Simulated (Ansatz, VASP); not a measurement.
# Two plane-wave programs on Hf2TiN3

INCAR

```
  ALGO = Normal
  EDIFF = 1E-7
  ENCUT = 520
  GGA = PE
  ISIF = 2
  ISMEAR = 0
  LASPH = T
  LCHARG = F
  LREAL = F
  LWAVE = F
  NBANDS = 32
  NELM = 80
  PREC = Accurate
  SIGMA = 0.1
```

The input KPOINTS:

```
k-points
0
Gamma
  6 6 2
```

POSCAR

```
Hf2TiN3
1.0
    3.1639878000      0.0000000000      0.0000000000
   -1.5819939000      2.7400938000      0.0000000000
    0.0000000000      0.0000000000      7.6736894000
Hf Ti N
2 1 3
Direct
    0.3333333000      0.6666667000      0.6757570000
    0.6666667000      0.3333333000      0.3242430000
    0.0000000000      0.0000000000      0.0000000000
    0.6666667000      0.3333333000      0.8422610000
    0.0000000000      0.0000000000      0.5000000000
    0.3333333000      0.6666667000      0.1577390000
```

Input for Ansatz:

```yaml
crystal:
  lattice:
    - [3.1639878, 0.0, 0.0]
    - [-1.5819939, 2.7400938, 0.0]
    - [0.0, 0.0, 7.6736894]
  atoms:
    - { symbol: Hf, position: [0.3333333, 0.6666667, 0.675757] }
    - { symbol: Hf, position: [0.6666667, 0.3333333, 0.324243] }
    - { symbol: Ti, position: [0.0, 0.0, 0.0] }
    - { symbol: "N", position: [0.6666667, 0.3333333, 0.842261] }
    - { symbol: "N", position: [0.0, 0.0, 0.5] }
    - { symbol: "N", position: [0.3333333, 0.6666667, 0.157739] }
basis:
  ecutwfc: 420
kpoints:
  mp_grid: { grid: [6, 6, 2] }
hamiltonian:
  xc: pbe
scf:
  occupations: { method: gaussian, width: 0.1 }
  lower_state_search: "off"
output:
  forces: true
  stress: true
  eigenvalues: true
```

Alike in both runs: task single point; functional PBE; k mesh 6 × 6 × 2; occupations gaussian, width 0.1 eV; no spin polarisation.

|  | VASP | Ansatz |
| --- | --- | --- |
| version | VASP 6.6.1 | Ansatz 0.2.0 |
| potentials or method | VASP PAW PBE potentials, release 64 (Hf_pv, Ti_sv, N) | scalar-relativistic, plane waves, PAW |
| plane-wave cutoff (eV) | 520 | 420 |
| valence electrons in the cell | 47 | 79 |

Ansatz gave:

* gap on the k mesh at the Fermi level (eV): none
* pressure (GPa): 0.0
* largest component of the traceless stress (GPa): 1.17
* rms of the force components (eV/Å): 0.076

**Question.** Estimate VASP's values.

**Answer.** gap on the k mesh at the Fermi level (eV): none; pressure (GPa): -1.6; largest component of the traceless stress (GPa): 1.13; rms of the force components (eV/Å): 0.079.

Atom by atom the forces differ by 0.045 eV/Å (rms over components). A gap of «none» marks a metal or a gap that the smearing closes. The two sets of potentials don't hold the same shells in valence.

Caveats: the k mesh is coarse (spacing up to 0.41 Å⁻¹), so the values aren't converged. The runs have no spin-orbit coupling, so splittings on Hf are missing.
